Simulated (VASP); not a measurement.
An input for Ansatz (written as the equivalent of a VASP run, and not itself run):

Ansatz 0.2 input:
```yaml
crystal:
  lattice:
    - [1.9574785, -3.3904524, 0.0000000]
    - [1.9574785, 3.3904524, 0.0000000]
    - [0.0000000, 0.0000000, 5.0754712]
  atoms:
    - { symbol: Ni, position: [0.0000000, 0.0000000, 0.5000000] }
    - { symbol: Ni, position: [0.0000000, 0.0000000, 0.0000000] }
    - { symbol: Sb, position: [0.3333330, 0.6666670, 0.2500000] }
    - { symbol: Sb, position: [0.6666670, 0.3333330, 0.7500000] }
kpoints:
  mp_grid: { grid: [9, 9, 6] }
hamiltonian:
  xc: pbesol
  pseudopotentials: { kind: paw }
scf:
  occupations: { method: methfessel_paxton, width: 0.1 }
  max_iter: 100
relax:
  max_steps: 40
  f_tol: 0.02
  cell: { p_target: 5 }
output: { forces: true, stress: true, eigenvalues: true }
```

**Question.** Write the VASP files for the same calculation (PBEsol).

**Answer.** One answer among several that fit: 
KPOINTS:
```
Automatic mesh
0
Gamma
9 9 6
0 0 0
```

File POSCAR:
```
NiSb
1
    1.9574784943    -3.3904523681     0.0000000000
    1.9574784943     3.3904523681     0.0000000000
    0.0000000000     0.0000000000     5.0754711915
Ni Sb
2 2
Direct
  0.0000000000   0.0000000000   0.5000000000
  0.0000000000   0.0000000000   0.0000000000
  0.3333330000   0.6666670000   0.2500000000
  0.6666670000   0.3333330000   0.7500000000
```

### INCAR
```
SYSTEM = NiSb
PREC = Accurate; ENCUT = 500; LREAL = .FALSE.
LASPH = .TRUE.
EDIFF = 1E-6; NELM = 100; ALGO = Normal
LMAXMIX = 4
ISMEAR = 1; SIGMA = 0.1
GGA = PS
IBRION = 2; NSW = 40; ISIF = 3
EDIFFG = -0.02; PSTRESS = 50
LWAVE = .FALSE.; LCHARG = .FALSE.
```

POTCAR, in this order: Ni Sb (PBE.64 set). Program: vasp_std.

The two are equivalent in intent, not identical: each code has its own PAW files, so the cut-off isn't converted (ENCUT is set for VASP's; basis.ecutwfc is left out, and Ansatz then takes the one that its files recommend); Ansatz stops its SCF on the density residual and VASP on the energy change (EDIFF).

The compound is NiSb in the NiAs type structure. This run relaxes it under an external pressure of 5 GPa. Symmetry was kept, so distortions that lower it aren't found.
